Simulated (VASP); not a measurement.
CdF2 (fluorite) is relaxed at rising pressure, each step from the one before. Symmetry mostly holds the structure type, and other phases were not tried. The mesh follows the cell, and a change of mesh leaves a small step in the series.

Here is the system:

CdF2 is taken in the cubic space group Fm-3m (No. 225), the fluorite structure, Pearson symbol cF12. Conventional cell: a = b = c = 5.3091 Å, α = β = γ = 90.00°. Cd on 4a sees 8 F at 2.299 Å (cubic). F on 8c is surrounded by 4 Cd at 2.299 Å (tetrahedral). (Neighbours: up to the widest gap in distance over summed covalent radii, below 1.35, at either atom; cation-cation and far metal-metal contacts left out.)
(The calculation used a cell of 3 atoms; values per cell refer to that cell.)

All values below come from LDA (Ceperley-Alder, Perdew-Zunger), VASP's LDA PAW potentials (set 64) (plane waves; VASP). Run with 620 eV cut-off, 7×7×7 Γ-centred mesh, Gaussian smearing of 0.050 eV, potentials Cd F.

```
P (GPa)  V (Å³/atom)  H − H(0) (eV/atom)  space group  k-mesh
-------  -----------  ------------------  -----------  ------
0              12.47               0.000        Fm-3m   7×7×7
5              12.05               0.384        Fm-3m   7×7×7
10               [?]                 [?]        Fm-3m   7×7×7
20             11.11               1.469        Fm-3m   8×8×8
30               [?]                 [?]        Fm-3m   8×8×8
45             10.12               3.124        Fm-3m   8×8×8
```

Fill in the missing entries.

- 30, V (Å³/atom): 10.66
- 30, H − H(0) (eV/atom): 2.149
- 10, V (Å³/atom): 11.69
- 10, H − H(0) (eV/atom): 0.756

Pressures at which the relaxation failed are left out.

The compound is CdF2 in the fluorite structure.
